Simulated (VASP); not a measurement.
```yaml
crystal:
  lattice:
    - [0.00000, 1.74597, 1.74597]
    - [1.74597, 0.00000, 1.74597]
    - [1.74597, 1.74597, 0.00000]
  atoms:
    - { symbol: B, position: [0.00000, 0.00000, 0.00000] }
    - { symbol: N, position: [0.25000, 0.25000, 0.25000] }
```

Computed with PBEsol GGA, VASP's PBE PAW potentials (set 64) (plane waves; VASP). Numerical set-up: 620 eV cut-off, 13×13×13 Γ-centred mesh, Gaussian smearing of 0.050 eV, potentials B N.

Problem. What does the run give for the energy per atom (σ→0), pressure?

Solution. 
```yaml
energy per atom (σ→0): -9.104 eV/atom
pressure: 44.82 GPa
```

Only differences to runs with the same potentials and settings are physical.

The structure was generated: BN was put into the zinc blende type (F-43m), which need not be its known phase. It was relaxed first under an external pressure of 45 GPa.
